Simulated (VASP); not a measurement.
Input:

```xyz
2
Lattice="0.0000 2.3765 2.3765 2.3765 0.0000 2.3765 2.3765 2.3765 0.0000" Properties=species:S:1:pos:R:3 pbc="T T T"
Y      0.0000     0.0000     0.0000
N      2.3765     2.3765     2.3765
```

Computed with HSE06 screened hybrid, VASP's PBE PAW potentials (set 64) (plane waves; VASP). Settings: 520 eV cut-off, 8×8×8 Γ-centred mesh, Gaussian smearing of 0.050 eV, potentials Y_sv N.

Task: Give the stress tensor in GPa (positive for a compressed cell).

Result: 
```
15.80   0.00   0.00
 0.00  15.80   0.00
 0.00   0.00  15.80
```
The pressure is its mean diagonal, 15.80 GPa.

The compound is YN in the rock salt structure. This cell is one point of a volume scan, at 0.91 of the reference volume. The cell's shape comes from a PBE relaxation.
